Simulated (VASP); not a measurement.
```xyz
63
Lattice="7.1466 0.0000 0.0000 0.0000 7.1466 0.0000 0.0000 0.0000 7.1466" Properties=species:S:1:pos:R:3 pbc="T T T"
C      3.5787     0.0006     7.1432
C      4.4534     0.9059     0.9170
C      5.3596     1.8009     0.0114
C      6.2419     2.6906     0.9122
C      5.3602     0.0181     1.7939
C      6.2372     0.9060     2.7006
C      0.0028     0.0065     0.0046
C      0.8847     0.8906     0.9040
C      1.7839     1.7887     7.1389
C      2.6755     2.6669     0.8984
C      3.5843     3.5749     0.0024
C      4.4727     4.4693     0.8972
C      5.3648     5.3711     7.1427
C      6.2489     6.2569     0.9051
C      1.7809     7.1409     1.7875
C      2.6785     0.8902     2.6752
C      3.4911     1.7329     1.7334
C      5.4148     3.6536     1.7395
C      6.2569     4.4695     2.6812
C      3.5856     0.0072     3.5686
C      4.4791     0.8903     4.4753
C      5.4209     1.7332     3.6627
C      6.2558     2.6669     4.4785
C      5.3666     7.1410     5.3732
C      6.2502     0.8907     6.2697
C      0.0110     3.5766     7.1431
C      0.8912     4.4610     0.8921
C      1.7966     5.3608     7.1409
C      2.6796     6.2497     0.8940
C      7.1428     1.8009     1.7943
C      0.8916     2.6734     2.6884
C      1.7882     3.5836     1.7687
C      2.6785     4.4590     2.6400
C      3.5805     5.3708     1.7728
C      4.4655     6.2488     2.6885
C      0.0109     0.0006     3.5754
C      0.8916     0.8797     4.4735
C      1.7884     1.7808     3.5740
C      2.6784     2.6321     4.4756
C      4.5141     4.4589     4.4754
C      5.3812     5.3709     3.5736
C      6.2599     6.2497     4.4745
C      1.7977     7.1439     5.3565
C      2.6807     0.8797     6.2623
C      3.5802     1.7809     5.3656
C      4.4657     2.6733     6.2624
C      5.3856     3.5836     5.3658
C      6.2620     4.4608     6.2630
C      0.0112     5.3711     1.7892
C      0.8951     6.2487     2.6833
C      0.0052     3.5753     3.5699
C      0.9001     4.4545     4.4670
C      1.7993     5.3579     3.5619
C      2.6897     6.2412     4.4643
C      0.0151     1.7886     5.3703
C      0.8955     2.6752     6.2585
C      1.7985     3.5649     5.3558
C      2.6873     4.4545     6.2541
C      3.5924     5.3578     5.3547
C      4.4707     6.2486     6.2587
C      0.0131     5.3608     5.3575
C      0.8955     6.2461     6.2585
B      3.5610     3.5923     3.5930
```

Computed with HSE06 screened hybrid, VASP's PBE PAW potentials (set 64) (plane waves; VASP). Numerical set-up: PREC = Normal, LREAL = Auto, ISYM = 0, EDIFF = 1E-5, 400 eV cut-off, 1×1×1 Γ-centred mesh, Gaussian smearing of 0.050 eV, potentials C B. Starting moments (MAGMOM): 63*0.0476. The cell's moment is fixed (NUPDOWN = 3).

The supercell is sampled at Γ alone, which is coarse: total energies, pressure and levels can be off, energies of defects by several tenths of an eV.

Question: Estimate the cell moment, energy per atom (σ→0), largest force.

Answer: 
| Item | Result |
|---|---|
| cell moment | 3.00 μB |
| energy per atom (σ→0) | -10.342 eV/atom |
| largest force | 0.168 eV/Å |

Question: Give the moment on each site (PAW-sphere projection).

Answer: 
| site | moment (μB) |
|---|---|
| C1 | 0.04 |
| C2 | 0.00 |
| C3 | 0.02 |
| C4 | -0.01 |
| C5 | 0.03 |
| C6 | 0.00 |
| C7 | 0.01 |
| C8 | 0.01 |
| C9 | 0.04 |
| C10 | 0.01 |
| C11 | 0.02 |
| C12 | 0.00 |
| C13 | 0.03 |
| C14 | 0.01 |
| C15 | 0.04 |
| C16 | 0.00 |
| C17 | 0.38 |
| C18 | 0.39 |
| C19 | 0.00 |
| C20 | 0.02 |
| C21 | 0.00 |
| C22 | 0.38 |
| C23 | 0.01 |
| C24 | 0.04 |
| C25 | 0.01 |
| C26 | 0.03 |
| C27 | 0.01 |
| C28 | 0.01 |
| C29 | 0.01 |
| C30 | 0.02 |
| C31 | 0.02 |
| C32 | 0.03 |
| C33 | 0.03 |
| C34 | 0.02 |
| C35 | 0.01 |
| C36 | 0.04 |
| C37 | 0.02 |
| C38 | 0.02 |
| C39 | 0.03 |
| C40 | 0.03 |
| C41 | 0.02 |
| C42 | 0.01 |
| C43 | 0.01 |
| C44 | 0.02 |
| C45 | 0.02 |
| C46 | 0.02 |
| C47 | 0.03 |
| C48 | 0.01 |
| C49 | 0.03 |
| C50 | 0.02 |
| C51 | 0.02 |
| C52 | 0.01 |
| C53 | 0.01 |
| C54 | 0.01 |
| C55 | 0.04 |
| C56 | 0.02 |
| C57 | 0.01 |
| C58 | 0.01 |
| C59 | 0.01 |
| C60 | 0.02 |
| C61 | 0.01 |
| C62 | 0.01 |
| B63 | -0.03 |

The absolute energy has meaning only against runs of the same code, potentials and settings.

The cell is a supercell with a defect, built from C (diamond): B_C-vac_C. The cell's shape comes from a PBE relaxation.
